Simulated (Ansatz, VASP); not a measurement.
## Ru (Ruthenium): VASP beside Ansatz

One calculation is typed for both programs; each brings its own data sets and cutoff. How far apart do they land?

Calculated with Ansatz 0.2.0; plane waves, with VASP 6.6.1 beside it; single point at LDA.

## (1) Starting point

Symmetry: P6_3/mmc, No. 194, hexagonal system. Conventional cell: a = 2.706 Å, b = 2.706 Å, c = 4.282 Å, α = 90.00°, β = 90.00°, γ = 120.00°. Nearest to Ru lie 12 Ru at 2.65 to 2.71 Å.

As a file:

```cif
data_structure
_symmetry_space_group_name_H-M 'P 1'
_symmetry_Int_Tables_number 1
_cell_length_a 2.7058
_cell_length_b 2.7058
_cell_length_c 4.2819
_cell_angle_alpha 90.000
_cell_angle_beta 90.000
_cell_angle_gamma 120.000
_cell_volume 27.15
loop_
_atom_site_label
_atom_site_type_symbol
_atom_site_fract_x
_atom_site_fract_y
_atom_site_fract_z
_atom_site_occupancy
Ru1 Ru 0.33333 0.66667 0.25000 1
Ru2 Ru 0.66667 0.33333 0.75000 1
```

## (2) Ansatz: single point, LDA

Ansatz runs on its default PAW (the set named soft_2) files.

A single point gives forces, pressure and levels at one fixed geometry, so differences don't come from the geometry; what else differs is listed under the comparison.

Contents of input.yaml:

```yaml
crystal:
  lattice:
    - [2.7058, 0.0, 0.0]
    - [-1.3529, 2.3432915376, 0.0]
    - [0.0, 0.0, 4.2819]
  atoms:
    - { symbol: Ru, position: [0.3333333333, 0.6666666667, 0.25] }
    - { symbol: Ru, position: [0.6666666667, 0.3333333333, 0.75] }
hamiltonian:
  xc: lda
  pseudopotentials: { kind: paw }
kpoints:
  mp_grid: { grid: [9, 9, 5] }
scf:
  occupations: { method: fermi_dirac, width: 0.05 }
  n_extra_bands: 4
output:
  forces: true
  stress: true
  eigenvalues: true
```

Command:

```sh
$ ansatz run input.yaml --threads 2 --pin off --max-ram 4608MiB --backend cpu --events-out ev --progress --plain --runs-dir out
```

Numbers of over 12 decimals in the logs are rounded to 6 here.

The log of the run:

```text
scf.n_extra_bands = 4 over 16 filled bands (N_el = 32.0): the run solves 20 bands
Engine: ansatz 0.2.0, x86_64-unknown-linux-gnu
Pseudopotentials: kind: paw
Pseudopotential: Ru, paw, valence charge 16, recommended cutoff 420 eV (normal), Ru.paw.azcp
Functional definition: SPW92
  exchange = slater_x
  correlation = pw_c
Crystal: 2 atoms, lattice volume = 27.149 Å³
Basis set: ecut = 420 eV, 537 PW (Γ)
Bands: 20, of which v1, the nominal top of the filled ones, is band 16 counted from 1 (15 counted from 0)
Symmetry: 24 space group operations
Space group: P63/mmc (ITA 194), of the structure as read, at distance tolerance 3.0e-5 Å
k-points: 36 of 405
Non-local potential: Ru, projectors of the file, l = 0: 3, l = 1: 2, l = 2: 2, l = 3: 1
PAW form: soft (Blöchl's): semilocal exchange-correlation on the pseudo side does not see the compensation charge
PAW frozen core: Ru, regenerated for the run's functional, and the local potential with it (the file was generated under x = pbe(κ = 0.804, μ = 0.219515), c = pbe(β = 0.066725))
PAW one-centre angular grid: Ru, 590 points (default); XC on 64 Gauss nodes
Initial density: superposition of atomic densities (neutral atoms: chi_scale 0, normalization atom), corrected by the library's trained network
Initial wavefunctions: pseudopotential atomic-orbital guess
Functional: x = slater, c = lda
SCF iter   1: F=—  HF=-11516.585467 eV  |F-HF|=—  |Δ(HF+E_count)|=         —  Δρ=1.07e-2  dr2=1.53e-2  ethr=1.77e-3  ⟨swp⟩=5.1  Hψ=2843  notcnv=0
preconditioner: auto → none  [metal: Δε(μ)=0.020 eV  Ē_g=5.875 eV  σ=0.050 eV  W_gap=0.10  n_scr=8 (ndim 8)  ℏωp=28.5 eV  f_vac=0.000  D(μ)=1.48/eV (n_scr^D=22)  sad-step TF]
SCF iter   2: F=—  HF=-11516.583635 eV  |F-HF|=—  |Δ(HF+E_count)|=   1.83e-3  Δρ=5.65e-3  dr2=3.91e-3  ethr=4.78e-5  ⟨swp⟩=2.8  Hψ=1404  notcnv=0
SCF iter   3: F=—  HF=-11516.582941 eV  |F-HF|=—  |Δ(HF+E_count)|=   6.94e-4  Δρ=3.04e-4  dr2=7.76e-6  ethr=1.22e-5  ⟨swp⟩=2.0  Hψ=1007  notcnv=0
SCF iter   4: F=—  HF=-11516.582944 eV  |F-HF|=—  |Δ(HF+E_count)|=   3.03e-6  Δρ=6.71e-5  dr2=5.99e-7  ethr=2.42e-8  ⟨swp⟩=2.0  Hψ=1307  notcnv=0
iter 5 did not close the SCF: its close was put off for the readings that it lacked (scf_convergence_deferred on its scf_iter line)
SCF iter   5: F=-11516.582945 eV  HF=-11516.582945 eV  |F-HF|=3.61e-8  |Δ(HF+E_count)|=   2.58e-7  Δρ=1.90e-5  dr2=4.94e-8  ethr=1.87e-9  ⟨swp⟩=2.0  Hψ=1301  notcnv=0
SCF iter   6: F=-11516.582945 eV  HF=-11516.582945 eV  |F-HF|=2.62e-10  |Δ(HF+E_count)|=   1.97e-8  Δρ=3.10e-6  dr2=9.44e-10  ethr=1.54e-10  ⟨swp⟩=2.1  Hψ=2636  notcnv=0
SCF 1 converged in 6 iterations: F = -11516.582945 eV  dr2 = 9.44e-10
  greatest PAW one-centre occupation: 0.999 electrons in one spin orbital (limit 2), on the Ru atom at site 1 (counted from 0), in its partial waves of l = 0
SCF converged after 6 iterations
Free energy (F): -11516.582945 eV
Harris-Foulkes:  -11516.582945 eV  (|F-HF|=2.62e-10)
Internal energy: -11516.570163 eV  (E = F + TS)
E sigma→0 (E₀):  -11516.576554 eV
Entropy (-TS):   -0.012781 eV (-6.391 meV/atom)
Fermi energy:    23.309936 eV
--- Per-component energies (eV) ---
  E_band       = -114.814909
  E_kinetic    = 1028.028101
  E_local      = -2523.975027  (includes V_loc(G=0)·N_el)
  E_nonlocal   = 696.247448
  E_hartree    = 805.843913
  E_xc         = -379.067651
  E_vxc        = -477.795363  (∫ρ·V_xc dr)
  E_paw        = -6682.334566  (= ΣΔE_a)
  E_vpaw       = -449.007419  (= ΣTr[D̂ρ^β])
  E_aug_tail   = -0.000479  (compensation charges beyond the density's cutoff)
  E_ewald      = -4462.455271
  E_core_change = 1.143370  (= ΣΔE_core)
  E_smearing   = -0.012781  (= −TS)
  E_closure    = 0.000000  (closes the sum)
  Σ components = -11516.582945   (vs F -11516.582945, Δ=0.00e0)
--- Forces (eV/Å), atoms counted from 1 ---
  atom   1  Ru     0.00000000    -0.00000000     0.00000000
  atom   2  Ru     0.00000000     0.00000000    -0.00000000
  max |Σ_I F_I| component: 9.25e-18 eV/Å
--- Stress (GPa, compression-positive) ---
      -12.257897       0.000000      -0.000000
       -0.000000     -12.257897      -0.000000
       -0.000000      -0.000000     -13.039235
  P = ⅓ Tr σ = -12.5183 GPa (-125.183 kbar)
--- Band table (eV; the first three rows and the last of 36) ---
  k-point 0: bands = [... 12 lower, 20.7762, 21.2729, 21.2729, 21.8192, 21.8192, 24.4092, 24.4092, 24.4979]
  k-point 1: bands = [... 12 lower, 20.5710, 21.0326, 21.0326, 22.3531, 22.3531, 23.1889, 24.4058, 24.4058]
  k-point 2: bands = [... 12 lower, 20.3325, 20.5931, 20.5931, 21.1110, 23.3178, 23.3178, 24.1049, 24.1049]
  k-point 35: bands = [... 12 lower, 20.4673, 20.4673, 21.8861, 22.3945, 24.4344, 24.4344, 31.4342, 31.4342]
```

The job ended after 0.88 s (2 threads of AMD EPYC 7R43, shared host; peak memory 0.32 GiB; 1.3 s of CPU time).

The run ends at a pressure of -12.52 GPa.

## (3) VASP: single point, LDA

The same cell, functional (in two slightly different forms), mesh and smearing now go to VASP, with its own data sets and cutoff.

Lines of VASP's logs that name or quote its potential files are left out, and so is its time.

Contents of INCAR:

```
SYSTEM = Ru
PREC = Accurate
ENCUT = 400
EDIFF = 1E-06
NELM = 100
ISMEAR = -1
SIGMA = 0.05
LREAL = .FALSE.
ALGO = Normal
GGA = CA
NBANDS = 20
LASPH = .TRUE.
LORBIT = 11
LWAVE = .FALSE.
LCHARG = .TRUE.
ISIF = 2
LELF = .TRUE.
LVHAR = .TRUE.
```

Contents of POSCAR:

```
Ru
1.0
    2.7058000000      0.0000000000      0.0000000000
   -1.3529000000      2.3432915376      0.0000000000
    0.0000000000      0.0000000000      4.2819000000
Ru
2
Direct
    0.3333333333      0.6666666667      0.2500000000
    0.6666666667      0.3333333333      0.7500000000
```

Contents of KPOINTS:

```
Automatic mesh
0
Gamma
9 9 5
0 0 0
```

PAW data sets: Ru_pv (LDA family, release 64).

Command:

```sh
$ mpirun -np 2 vasp_std
```

The log of the run:

```text
[banner, memory and clock lines left out]
running    2 mpi-ranks, on    1 nodes
 distrk:  each k-point on    2 cores,    1 groups
 distr:  one band on    1 cores,    2 groups

 POSCAR found type information on POSCAR Ru
 POSCAR found :  1 types and       2 ions
 LDA part: xc-table for (Slater(with rela. corr.)+CA(PZ))
 , standard interpolation
 POSCAR, INCAR and KPOINTS ok, starting setup
 FFT: planning ... GRIDC
 FFT: planning ... GRID_SOFT
 FFT: planning ... GRID
 WAVECAR not read
 entering main loop
       N       E                     dE             d eps       ncg     rms          rms(c)
DAV:   1     0.244957715288E+03    0.24496E+03   -0.15535E+04  1440   0.130E+03
DAV:   2    -0.178995088570E+02   -0.26286E+03   -0.25556E+03  1504   0.415E+02
DAV:   3    -0.228490920832E+02   -0.49496E+01   -0.49136E+01  1644   0.641E+01
DAV:   4    -0.228879850255E+02   -0.38893E-01   -0.38859E-01  1844   0.544E+00
DAV:   5    -0.228884792992E+02   -0.49427E-03   -0.49271E-03  1620   0.528E-01    0.184E+01
DAV:   6    -0.214886005153E+02    0.13999E+01   -0.32887E+00  1604   0.179E+01    0.465E+00
DAV:   7    -0.213977101011E+02    0.90890E-01   -0.44914E-01  1664   0.492E+00    0.103E+00
DAV:   8    -0.213892877361E+02    0.84224E-02   -0.30816E-02  1592   0.116E+00    0.364E-01
DAV:   9    -0.213877175712E+02    0.15702E-02   -0.31193E-03  1608   0.635E-01    0.560E-02
DAV:  10    -0.213877128851E+02    0.46861E-05   -0.27870E-04  1616   0.162E-01    0.309E-02
DAV:  11    -0.213877114975E+02    0.13876E-05   -0.29336E-05  1636   0.514E-02    0.247E-03
DAV:  12    -0.213877114780E+02    0.19527E-07   -0.46575E-07   984   0.628E-03
   1 F= -.21387711E+02 E0= -.21381274E+02  d E =-.128744E-01
```

Parts of OUTCAR (step 3):

```text
ion  position               nearest neighbor table
   1  0.333  0.667  0.250-   2 2.65   2 2.65   2 2.65   2 2.65   2 2.65   2 2.65
   2  0.667  0.333  0.750-   1 2.65   1 2.65   1 2.65   1 2.65   1 2.65   1 2.65

  LATTYP: Found a hexagonal cell.
 ALAT       =     2.7058000000
 C/A-ratio  =     1.5824894671

 Subroutine GETGRP returns: Found 24 space group operations
 (whereof 12 operations were pure point group operations)

The static configuration has the point symmetry D_3d.
 The point group associated with its full space group is D_6h.

 Found     36 irreducible k-points:

   k-points           NKPTS =     36   k-points in BZ     NKDIM =     36   number of bands    NBANDS=     20

   dimension x,y,z NGX =    18 NGY =   18 NGZ =   28
   dimension x,y,z NGXF=    36 NGYF=   36 NGZF=   56

   ENCUT  =  400.0 eV  29.40 Ry    5.42 a.u.   4.41  4.41  6.98*2*pi/ulx,y,z

   NELECT =      28.0000    total number of electrons

 k-points in reciprocal lattice and weights: Automatic mesh
   0.00000000  0.00000000  0.00000000       0.002
   0.11111111 -0.00000000  0.00000000       0.015
   0.22222222  0.00000000  0.00000000       0.015
   0.33333333  0.00000000  0.00000000       0.015
   0.44444444  0.00000000  0.00000000       0.015
   0.11111111  0.11111111  0.00000000       0.015
   0.22222222  0.11111111  0.00000000       0.030
   0.33333333  0.11111111  0.00000000       0.030
   0.44444444  0.11111111  0.00000000       0.015
[...]
0.33333333  0.22222222  0.40000000       0.059
   0.33333333  0.33333333  0.40000000       0.010

 average (electrostatic) potential at core
       1 -67.4760       2 -67.4760

 E-fermi :  12.7937

 k-point     1 :       0.0000    0.0000    0.0000
  band No.  band energies     occupation
    ...
     11      10.2569      2.00000
     12      10.7544      2.00000
     13      10.7544      2.00000
     14      11.3007      2.00000
     15      11.3007      2.00000
     16      13.8907      0.00000
     17      13.8907      0.00000
     18      13.9944      0.00000
     19      22.6498      0.00000
     20      22.6701      0.00000

 k-point     2 :       0.1111   -0.0000    0.0000
  band No.  band energies     occupation
    ...
     12      10.7748      2.00000
     13      10.8032      2.00000
     14      11.0365      2.00000
     15      11.0945      2.00000
     16      12.0185      2.00000
     17      14.0509      0.00000
     18      16.5635      0.00000
     19      22.6454      0.00000
     20      22.6647      0.00000

 k-point     3 :       0.2222    0.0000    0.0000
  band No.  band energies     occupation
    ...
     12      10.4913      2.00000
     13      11.2869      2.00000
     14      11.4705      2.00000
     15      11.7188      2.00000
     16      12.0335      2.00000
     17      14.3319      0.00000
     18      19.3999      0.00000
     19      22.6082      0.00000
     20      22.7174      0.00000

  Total       -2.0913481     -2.0913481     -2.2177655     -0.0000000      0.0000000      0.0000000
  in kB     -123.4179619   -123.4179619   -130.8783059     -0.0000000      0.0000000      0.0000000
  external PRESSURE =    -125.9047432 kB  Pullay stress =       0.0000000 kB

  energy-cutoff  :      400.00
  volume of cell :       27.15
      direct lattice vectors                 reciprocal lattice vectors
     2.705800000  0.000000000  0.000000000     0.369576465  0.213375072  0.000000000
    -1.352900000  2.343291538  0.000000000     0.000000000  0.426750144  0.000000000
     0.000000000  0.000000000  4.281900000     0.000000000  0.000000000  0.233541185

 POSITION                                       TOTAL-FORCE (eV/Angst)
 -----------------------------------------------------------------------------------
     -0.00000      1.56219      1.07048        -0.000000      0.000000      0.000000
      1.35290      0.78110      3.21143         0.000000     -0.000000      0.000000
 -----------------------------------------------------------------------------------
    total drift:                               -0.000000      0.000000     -0.000000

  FREE ENERGIE OF THE ION-ELECTRON SYSTEM (eV)
  ---------------------------------------------------
  free  energy   TOTEN  =       -21.3877114780 eV

  energy  without entropy=      -21.3748370780  energy(sigma->0) =      -21.38127428

 total charge
# of ion       s       p       d       tot
------------------------------------------
    1        0.407   6.318   5.946  12.671
    2        0.407   6.318   5.946  12.671
--------------------------------------------------
tot          0.814  12.636  11.892  25.343

[... 3 further parts left out ...]
```

At this level the cell is under a tension of 12.6 GPa, so at these settings it is away from equilibrium.

## (4) Comparison

Known differences besides the potentials themselves: the two LDA forms differ slightly; the data sets hold 32 valence electrons in Ansatz (default PAW (the set named soft_2) files) and 28 in VASP; the cutoff is 420 eV in Ansatz and 400 eV in VASP; VASP's log shows a relativistic correction to its local exchange, Ansatz's none. Total energies have different zeros and are not compared.

Compared:

```tsv
quantity	Ansatz	VASP	difference
pressure (GPa)	-12.52	-12.59	+0.07
```

Ansatz's pressure holds a Pulay correction of 0.03 GPa; VASP's holds none.

## (5) What came out

```yaml
difference_in_pressure_single_point_lda: 0.072 GPa
```

The difference in pressure is 0.072 GPa (single point, LDA), within the 1 GPa picked in this series as the mark of a large difference. Such differences can come from data sets, numerical settings and the points named under the comparisons, not from the functional's error against experiment.

[Lines on the potential files, build, host, timing and source positions are cut from VASP's logs without a mark.]

[Logs are printed without paths, hosts, clocks, repeated set-up lines and the standing remarks that a program may print on its own settings, such as how far it seeks lower states.]

[Hosts, paths, dates, database ids (printed as entryN), source tags and the programs' standing remarks are cut or masked in the printed files.]
